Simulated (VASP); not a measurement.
All values below come from vdW-DF2, VASP's PBE PAW potentials (set 64) (plane waves; VASP).

VASP input:

INCAR:
```
! general
SYSTEM    =  Te
PREC      =  Accurate
ENCUT     =  520
LREAL     =  .FALSE.
LASPH     =  .TRUE.   ! aspherical one-centre terms

! electronic loop
EDIFF     =  1E-7
NELM      =  100   ! most electronic steps
ALGO      =  Normal   ! blocked Davidson
LMAXMIX   =  4   ! l cut-off of mixed one-centre charges

! smearing
ISMEAR    =  0
SIGMA     =  0.05

! functional
GGA       =  ML
LUSE_VDW  =  .TRUE.
AGGAC     =  0.0
ZAB_VDW   =  -1.8867

! ions
IBRION    =  2   ! conjugate gradients
NSW       =  30
ISIF      =  4   ! ions and shape, fixed volume
EDIFFG    =  -0.01

! output
LWAVE     =  .FALSE.
LCHARG    =  .FALSE.
```

**POSCAR**
```
Te
1
    2.3951223487    -4.1484732237     0.0000000000
    2.3951223487     4.1484732237     0.0000000000
    0.0000000000     0.0000000000     6.0095181276
Te
3
Direct
  0.0000000000   0.2532069442   0.6666670000
  0.7467930558   0.7467930558   0.0000000000
  0.2532069442   0.0000000000   0.3333330000
```

**KPOINTS**
```
Automatic mesh
0
Gamma
5 5 4
0 0 0
```

POTCAR, in this order: Te (PBE.64 set). Program: vasp_std.

Q: Estimate the energy per atom (σ→0).

A: 
The energy per atom (σ→0) is -1.000 eV/atom.

### OSZICAR
```
...
DAV:   2    -0.300112641557E+01   -0.25525E-03   -0.32025E-03   467   0.351E-01    0.488E-02
DAV:   3    -0.300110480187E+01    0.21614E-04   -0.62692E-05   522   0.597E-02    0.305E-02
DAV:   4    -0.300110457572E+01    0.22615E-06   -0.45036E-05   457   0.471E-02    0.843E-03
DAV:   5    -0.300110516129E+01   -0.58557E-06   -0.63405E-06   452   0.180E-02    0.714E-03
DAV:   6    -0.300110531267E+01   -0.15137E-06   -0.28659E-07   522   0.482E-03    0.446E-03
DAV:   7    -0.300110518222E+01    0.13045E-06   -0.82179E-08   306   0.284E-03    0.481E-04
DAV:   8    -0.300110518118E+01    0.10392E-08   -0.95601E-09   221   0.111E-03
   4 F= -.30011052E+01 E0= -.30011052E+01  d E =-.645803E-02
```

The compound is Te in the trig structure. This cell is one point of a volume scan, at 0.97 of the reference volume. Symmetry was kept, so distortions that lower it aren't found.
